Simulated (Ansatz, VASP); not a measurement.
## Cross-check of SnTe between VASP and Ansatz

Aim: how closely do two programs agree when they are given the same cell, functional and k mesh? The cell is taken from a series of runs on this material, whose earlier steps may have relaxed, scaled, displaced or heated it; both programs get it as it stands.

Method: plane waves, with VASP 6.6.1 beside it; zone-centre phonons at PBEsol, in Ansatz 0.2.0.

## 1. Starting point

The structure is tetragonal, space group I4/mmm (No. 139). Conventional cell: a = 4.580 Å, b = 4.580 Å, c = 6.281 Å, α = 90.00°, β = 90.00°, γ = 90.00°. Nearest to Sn lie 6 Te at 3.14 to 3.24 Å. Nearest to Te lie 6 Sn at 3.14 to 3.24 Å. Farther neighbours and most contacts between anions are not listed.

Structure file:

```cif
data_structure
_symmetry_space_group_name_H-M 'I4/mmm'
_symmetry_Int_Tables_number 139
_cell_length_a 4.5799
_cell_length_b 4.5799
_cell_length_c 6.2806
_cell_angle_alpha 90.000
_cell_angle_beta 90.000
_cell_angle_gamma 90.000
_cell_volume 131.74
loop_
_atom_site_label
_atom_site_type_symbol
_atom_site_symmetry_multiplicity
_atom_site_Wyckoff_symbol
_atom_site_fract_x
_atom_site_fract_y
_atom_site_fract_z
_atom_site_occupancy
Sn1 Sn 2 a 0.00000 0.00000 0.00000 1
Te1 Te 2 b 0.00000 0.00000 0.50000 1
```

## 2. VASP: zone-centre phonons, PBEsol

Second derivatives magnify differences that forces hide, and they need a tight electronic threshold.

Lines of VASP's logs that name or quote its potential files are left out, and so is its time.

INCAR

```
SYSTEM = SnTe
PREC = Accurate
ENCUT = 500
EDIFF = 1E-08
NELM = 120
ISMEAR = 0
SIGMA = 0.01
LREAL = .FALSE.
ALGO = Normal
GGA = PS
NBANDS = 16
LORBIT = 11
LWAVE = .FALSE.
LCHARG = .FALSE.
ISIF = 2
IBRION = 8
LASPH = .TRUE.
GGA_COMPAT = .FALSE.
KPAR = 2
```

POSCAR

```
SnTe
1.0
    0.0000000000      3.2384549815      3.1403114526
    3.2384549815      0.0000000000      3.1403114526
    3.2384549815      3.2384549815      0.0000000000
Sn Te
1 1
Direct
    0.0000000000      0.0000000000      0.0000000000
    0.5000000000      0.5000000000      0.5000000000
```

KPOINTS

```
Automatic mesh
0
Gamma
12 12 12
0 0 0
```

The projector-augmented-wave data sets are Sn_d and Te (PBE family, release 64).

Run with:

```
$ mpirun -np 2 vasp_std
```

Numbers of over 12 decimals in the logs are rounded to 6 here.

What it wrote:

```text
[banner, memory and clock lines left out]
running    2 mpi-ranks, on    1 nodes
 distrk:  each k-point on    1 cores,    2 groups
 distr:  one band on    1 cores,    1 groups

 POSCAR found type information on POSCAR SnTe
 POSCAR found :  2 types and       2 ions
|                                                                             |
|               ----> ADVICE to this user running VASP <----                  |
|                                                                             |
|     You enforced a specific xc type in the INCAR file but a different       |
|     [... a line on the potential file left out ...]
|     I HOPE YOU KNOW WHAT YOU ARE DOING!                                     |
|                                                                             |

 LDA part: xc-table for (Slater+PW92), standard interpolation
 POSCAR, INCAR and KPOINTS ok, starting setup
 FFT: planning ... GRIDC
 FFT: planning ... GRID_SOFT
 FFT: planning ... GRID
 WAVECAR not read
 entering main loop
       N       E                     dE             d eps       ncg     rms          rms(c)
DAV:   1     0.120595281474E+03    0.12060E+03   -0.94389E+03  5280   0.137E+03
DAV:   2     0.173232300412E+01   -0.11886E+03   -0.11631E+03  5704   0.340E+02
DAV:   3    -0.809329925749E+01   -0.98256E+01   -0.98001E+01  6448   0.875E+01
DAV:   4    -0.835760345706E+01   -0.26430E+00   -0.26425E+00  6448   0.158E+01
DAV:   5    -0.836933963152E+01   -0.11736E-01   -0.11736E-01  7720   0.304E+00    0.411E+00
DAV:   6    -0.829904761493E+01    0.70292E-01   -0.16773E-01  7216   0.304E+00    0.261E+00
DAV:   7    -0.829668587398E+01    0.23617E-02   -0.50118E-02  6704   0.130E+00    0.816E-01
DAV:   8    -0.829644580699E+01    0.24007E-03   -0.62357E-03  6648   0.676E-01    0.145E-01
DAV:   9    -0.829649062772E+01   -0.44821E-04   -0.56293E-04  7384   0.201E-01    0.334E-02
DAV:  10    -0.829648410657E+01    0.65211E-05   -0.50077E-05  6800   0.585E-02    0.264E-02
DAV:  11    -0.829648453506E+01   -0.42849E-06   -0.23359E-05  6968   0.396E-02    0.210E-02
DAV:  12    -0.829648458397E+01   -0.48909E-07   -0.15815E-06  6200   0.731E-03    0.124E-02
DAV:  13    -0.829648442136E+01    0.16261E-06   -0.48719E-08  7296   0.174E-03    0.818E-03
DAV:  14    -0.829648427628E+01    0.14509E-06   -0.26127E-07  6912   0.523E-03    0.765E-04
DAV:  15    -0.829648429031E+01   -0.14031E-07   -0.16245E-08  5344   0.669E-04    0.978E-04
DAV:  16    -0.829648432562E+01   -0.35309E-07   -0.25696E-09  3464   0.652E-04    0.313E-04
DAV:  17    -0.829648432248E+01    0.31414E-08   -0.36782E-10  3344   0.238E-04
   1 F= -.82964843E+01 E0= -.82964841E+01  d E =-.459356E-06
 Linear response reoptimize wavefunctions to high precision
DAV:   1    -0.829648432036E+01    0.21182E-08   -0.48472E-11  3744   0.587E-05
DAV:   2    -0.829648432039E+01   -0.33197E-10   -0.11849E-11  3280   0.309E-05
 Linear response DOF=           4
 Linear response progress:
  Degree of freedom:   1/  4
       N       E                     dE             d eps       ncg     rms          rms(c)
RMM:   1    -0.215802652891E+00   -0.21580E+00    0.26758E-01 10853   0.103E+01
RMM:   2    -0.220891677982E+00   -0.50890E-02   -0.12197E-02 15816   0.866E-01    0.675E-02
RMM:   3    -0.220786323535E+00    0.10535E-03   -0.98611E-04 17573   0.247E-01    0.353E-02
RMM:   4    -0.220541008904E+00    0.24531E-03   -0.81274E-05 17645   0.722E-02    0.961E-03
RMM:   5    -0.220508924973E+00    0.32084E-04   -0.84359E-06 17899   0.229E-02    0.388E-03
RMM:   6    -0.220510513135E+00   -0.15882E-05   -0.12047E-06 17903   0.777E-03    0.161E-03
RMM:   7    -0.220512999029E+00   -0.24859E-05   -0.33102E-07 18102   0.301E-03    0.539E-04
RMM:   8    -0.220509180637E+00    0.38184E-05    0.96026E-08 17562   0.138E-03    0.193E-04
RMM:   9    -0.220510077350E+00   -0.89671E-06    0.27916E-07 18215   0.597E-04    0.182E-04
RMM:  10    -0.220510041131E+00    0.36219E-07    0.27628E-07 18683   0.283E-04    0.127E-04
RMM:  11    -0.220509423002E+00    0.61813E-06    0.28989E-07 17870   0.175E-04    0.978E-05
RMM:  12    -0.220509549955E+00   -0.12695E-06    0.15460E-07 18236   0.910E-05    0.522E-05
RMM:  13    -0.220509504516E+00    0.45438E-07    0.76149E-08 18975   0.520E-05    0.336E-05
RMM:  14    -0.220509462381E+00    0.42136E-07    0.46741E-08 18213   0.343E-05    0.199E-05
RMM:  15    -0.220509351043E+00    0.11134E-06    0.19612E-08 17214   0.301E-05    0.217E-05
RMM:  16    -0.220509387922E+00   -0.36879E-07    0.87621E-09 16798   0.228E-05    0.190E-06
RMM:  17    -0.220509388327E+00   -0.40480E-09    0.43224E-09 11551   0.191E-05    0.977E-07
 first order change of Fermi-energy   0.17103E-03
 force on displaced ion       1 direction 1 :   0.675   0.000   0.000
 Linear response progress:
  Degree of freedom:   2/  4
       N       E                     dE             d eps       ncg     rms          rms(c)
RMM:   1    -0.216192861008E+00   -0.21619E+00    0.24656E-01  6339   0.999E+00
RMM:   2    -0.221162552099E+00   -0.49697E-02   -0.12231E-02  9156   0.863E-01    0.841E-02
RMM:   3    -0.220965827108E+00    0.19672E-03   -0.98019E-04 10160   0.246E-01    0.454E-02
RMM:   4    -0.220631567770E+00    0.33426E-03   -0.94009E-05 10067   0.762E-02    0.798E-03
RMM:   5    -0.220619215123E+00    0.12353E-04   -0.88919E-06 10358   0.233E-02    0.362E-03
RMM:   6    -0.220624608344E+00   -0.53932E-05   -0.15929E-06 10261   0.829E-03    0.141E-03
RMM:   7    -0.220624166383E+00    0.44196E-06   -0.42769E-07 10551   0.321E-03    0.801E-04
RMM:   8    -0.220621671931E+00    0.24945E-05    0.11071E-07 10251   0.141E-03    0.179E-04
RMM:   9    -0.220621633739E+00    0.38192E-07    0.45844E-07 10868   0.631E-04    0.248E-04
RMM:  10    -0.220621456680E+00    0.17706E-06    0.89451E-07 10745   0.306E-04    0.205E-04
RMM:  11    -0.220621570385E+00   -0.11371E-06    0.55335E-07 10996   0.159E-04    0.416E-04
RMM:  12    -0.220621107583E+00    0.46280E-06    0.33018E-07 10103   0.110E-04    0.103E-04
RMM:  13    -0.220620971893E+00    0.13569E-06    0.16229E-07 10771   0.603E-05    0.631E-06
RMM:  14    -0.220620932180E+00    0.39713E-07    0.71724E-08 11096   0.335E-05    0.127E-05
RMM:  15    -0.220620894062E+00    0.38117E-07    0.40248E-08 10161   0.225E-05    0.121E-05
RMM:  16    -0.220620901768E+00   -0.77051E-08    0.17326E-08  8473   0.167E-05    0.203E-06
 first order change of Fermi-energy  -0.10710E-03
 force on displaced ion       1 direction 3 :   0.000   0.000   0.155
 Linear response progress:
  Degree of freedom:   3/  4
       N       E                     dE             d eps       ncg     rms          rms(c)
RMM:   1    -0.472478730894E-01   -0.47248E-01    0.67200E-02 19120   0.818E-01
RMM:   2    -0.479425952184E-01   -0.69472E-03   -0.19353E-03 16859   0.204E-01    0.504E-02
RMM:   3    -0.481279402561E-01   -0.18535E-03   -0.15494E-04 17107   0.570E-02    0.410E-02
RMM:   4    -0.483824793047E-01   -0.25454E-03   -0.23970E-05 16941   0.275E-02    0.584E-03
RMM:   5    -0.484027863977E-01   -0.20307E-04   -0.10329E-06 17457   0.683E-03    0.297E-03
RMM:   6    -0.483962403446E-01    0.65461E-05   -0.10470E-07 16925   0.191E-03    0.530E-04
RMM:   7    -0.483968534055E-01   -0.61306E-06   -0.91537E-09 17348   0.477E-04    0.158E-04
RMM:   8    -0.483966294937E-01    0.22391E-06    0.32226E-08 17471   0.156E-04    0.320E-05
RMM:   9    -0.483965337958E-01    0.95698E-07    0.42230E-07 19030   0.430E-05    0.148E-05
RMM:  10    -0.483965589824E-01   -0.25187E-07   -0.10989E-07 17792   0.148E-05    0.230E-06
RMM:  11    -0.483965662249E-01   -0.72425E-08   -0.35496E-08 16636   0.728E-06    0.127E-06
 first order change of Fermi-energy  -0.24461E-03
 force on displaced ion       2 direction 1 :   0.702   0.000   0.000
 Linear response progress:
  Degree of freedom:   4/  4
       N       E                     dE             d eps       ncg     rms          rms(c)
RMM:   1    -0.472080240012E-01   -0.47208E-01    0.70891E-02 11120   0.857E-01
RMM:   2    -0.479766831888E-01   -0.76866E-03   -0.19741E-03  9799   0.210E-01    0.647E-02
RMM:   3    -0.481741507500E-01   -0.19747E-03   -0.14947E-04  9950   0.581E-02    0.488E-02
RMM:   4    -0.484719003533E-01   -0.29775E-03   -0.28490E-05  9791   0.314E-02    0.547E-03
RMM:   5    -0.484758876296E-01   -0.39873E-05   -0.10876E-06 10080   0.737E-03    0.327E-03
RMM:   6    -0.484705899676E-01    0.52977E-05   -0.92592E-08  9853   0.205E-03    0.629E-04
RMM:   7    -0.484716119744E-01   -0.10220E-05    0.21365E-08 10085   0.501E-04    0.151E-04
RMM:   8    -0.484716800691E-01   -0.68095E-07    0.69052E-08 10039   0.164E-04    0.235E-05
RMM:   9    -0.484714090098E-01    0.27106E-06    0.51140E-07 10646   0.543E-05    0.192E-05
RMM:  10    -0.484714966549E-01   -0.87645E-07   -0.22459E-07 10391   0.194E-05    0.415E-06
RMM:  11    -0.484714981503E-01   -0.14954E-08    0.18605E-08 10383   0.838E-06    0.228E-06
 first order change of Fermi-energy   0.24017E-03
 force on displaced ion       2 direction 3 :   0.000   0.000   0.166
 Linear response finished
```

From OUTCAR (step 2):

```text
ion  position               nearest neighbor table
   1  0.000  0.000  0.000-   2 3.14   2 3.14   2 3.24   2 3.24   2 3.24   2 3.24
   2  0.500  0.500  0.500-   1 3.14   1 3.14   1 3.24   1 3.24   1 3.24   1 3.24

  LATTYP: Found a body centered tetragonal cell.
 ALAT       =     4.5798669560
 C/A-ratio  =     1.3713548812

 Subroutine GETGRP returns: Found 16 space group operations
 (whereof 16 operations were pure point group operations)

The static configuration has the point symmetry D_4h.

 Found    163 irreducible k-points:

   k-points           NKPTS =    163   k-points in BZ     NKDIM =    163   number of bands    NBANDS=     16

   dimension x,y,z NGX =    36 NGY =   36 NGZ =   36
   dimension x,y,z NGXF=    72 NGYF=   72 NGZF=   72

   ENCUT  =  500.0 eV  36.75 Ry    6.06 a.u.   8.22  8.22  8.35*2*pi/ulx,y,z

   NELECT =      20.0000    total number of electrons

 k-points in reciprocal lattice and weights: Automatic mesh
   0.00000000  0.00000000  0.00000000       0.001
   0.08333333  0.00000000  0.00000000       0.005
   0.16666667  0.00000000  0.00000000       0.005
   0.25000000  0.00000000  0.00000000       0.005
   0.33333333  0.00000000  0.00000000       0.005
   0.41666667  0.00000000  0.00000000       0.005
   0.50000000  0.00000000  0.00000000       0.002
   0.08333333  0.08333333  0.00000000       0.001
   0.16666667  0.08333333  0.00000000       0.005
[...]
-0.33333333  0.16666667  0.50000000       0.002
  -0.25000000  0.25000000  0.50000000       0.001

 average (electrostatic) potential at core
       1-101.0357       2 -88.1979

  Total       -1.4089224     -1.4089224      0.0040734      0.0000000      0.0000000      0.0000000
  in kB      -34.2704027    -34.2704027      0.0990813      0.0000000      0.0000000      0.0000000
  external PRESSURE =     -22.8139080 kB  Pullay stress =       0.0000000 kB

  energy-cutoff  :      500.00
  volume of cell :       65.87
      direct lattice vectors                 reciprocal lattice vectors
     0.000000000  3.238454981  3.140311453    -0.154394612  0.154394612  0.159219876
     3.238454981  0.000000000  3.140311453     0.154394612 -0.154394612  0.159219876
     3.238454981  3.238454981  0.000000000     0.154394612  0.154394612 -0.159219876

 POSITION                                       TOTAL-FORCE (eV/Angst)
 -----------------------------------------------------------------------------------
      0.00000      0.00000      0.00000        -0.000000      0.000000     -0.000000
      3.23845      3.23845      3.14031         0.000000     -0.000000      0.000000
 -----------------------------------------------------------------------------------
    total drift:                               -0.000000      0.000000      0.000000

 Eigenvectors and eigenvalues of the dynamical matrix
 ----------------------------------------------------

   1 f  =    0.016207 THz     0.101830 2PiTHz    0.540600 cm-1     0.067026 meV
             X         Y         Z           dx          dy          dz
      0.000000  0.000000  0.000000     0.096304    0.694605    0.000000
      3.238455  3.238455  3.140311     0.097906    0.706161    0.000000

   2 f  =    0.016207 THz     0.101830 2PiTHz    0.540600 cm-1     0.067026 meV
             X         Y         Z           dx          dy          dz
      0.000000  0.000000  0.000000     0.694605   -0.096304   -0.000000
      3.238455  3.238455  3.140311     0.706161   -0.097906   -0.000000

   3 f  =    0.013843 THz     0.086980 2PiTHz    0.461762 cm-1     0.057251 meV
             X         Y         Z           dx          dy          dz
      0.000000  0.000000  0.000000     0.000000   -0.000000    0.706588
      3.238455  3.238455  3.140311     0.000000   -0.000000    0.707625

   4 f/i=    0.799308 THz     5.022199 2PiTHz   26.662040 cm-1     3.305670 meV
             X         Y         Z           dx          dy          dz
      0.000000  0.000000  0.000000     0.000000   -0.000000    0.707625
      3.238455  3.238455  3.140311     0.000000   -0.000000   -0.706588

   5 f/i=    1.653654 THz    10.390215 2PiTHz   55.159963 cm-1     6.838961 meV
             X         Y         Z           dx          dy          dz
      0.000000  0.000000  0.000000    -0.000000    0.712916    0.000000
      3.238455  3.238455  3.140311     0.000000   -0.701249   -0.000000

   6 f/i=    1.653654 THz    10.390215 2PiTHz   55.159963 cm-1     6.838961 meV
             X         Y         Z           dx          dy          dz
      0.000000  0.000000  0.000000     0.712916    0.000000    0.000000
      3.238455  3.238455  3.140311    -0.701249   -0.000000    0.000000

 ELASTIC MODULI CONTR FROM IONIC RELAXATION (kBar)
 Direction    XX          YY          ZZ          XY          YZ          ZX
 --------------------------------------------------------------------------------
 XX           0.0000      0.0000      0.0000      0.0000      0.0000      0.0000
 YY           0.0000      0.0000      0.0000      0.0000      0.0000      0.0000
 ZZ           0.0000      0.0000      0.0000      0.0000      0.0000      0.0000
 XY           0.0000      0.0000      0.0000      0.0000      0.0000      0.0000
 YZ           0.0000      0.0000      0.0000      0.0000      0.0000      0.0000
 ZX           0.0000      0.0000      0.0000      0.0000      0.0000      0.0000
 --------------------------------------------------------------------------------
```

(Continued in part 2 of 2.)

[Lines on the potential files, build, host, timing and source positions are cut from VASP's logs without a mark.]

[Logs are printed without paths, hosts, clocks, repeated set-up lines and the standing remarks that a program may print on its own settings, such as how far it seeks lower states.]

[Hosts, paths, dates, database ids (printed as entryN), source tags and the programs' standing remarks are cut or masked in the printed files.]
